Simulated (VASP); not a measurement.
KF (rock salt):

```
CELL_PARAMETERS angstrom
      0.00000     2.67500     2.67500
      2.67500     0.00000     2.67500
      2.67500     2.67500     0.00000
ATOMIC_POSITIONS crystal
  K  0.00000 0.00000 0.00000
  F  0.50000 0.50000 0.50000
```

The lowest empty band near Γ, direction [111], from PBE with spin-orbit coupling in VASP (PAW); its two spin partners are averaged. The gap over the points computed is 6.13 eV, and the next band on that side lies 4.52 eV away at the edge.

Numerical set-up: 520 eV cut-off, 10×10×10 Γ-centred mesh, Gaussian smearing of 0.050 eV, potentials K_sv F.

```
distance from the edge in k (1/Å)  distance in energy (meV)
---------------------------------  ------------------------
0.025                                                   4.3
0.035                                                   8.5
0.050                                                  17.4
0.070                                                  34.1
```

Task: Fit E(1 + αE) = ħ²k²/2m* (ħ²/2m0 = 3.810 eV Å²) and predict the row at 0.095 1/Å.

Result: The rows don't resolve α, so a parabola serves: the electron mass is m* = 0.548 m0, and so 62.8 meV. The run gave 62.6 meV, -0.2 meV from the fit.

Left out are points under 3 meV from the edge, since the levels carry 0.1 meV, and points farther than half the way to the next band.

The compound is KF in the rock salt structure. The cell was not relaxed at this level.
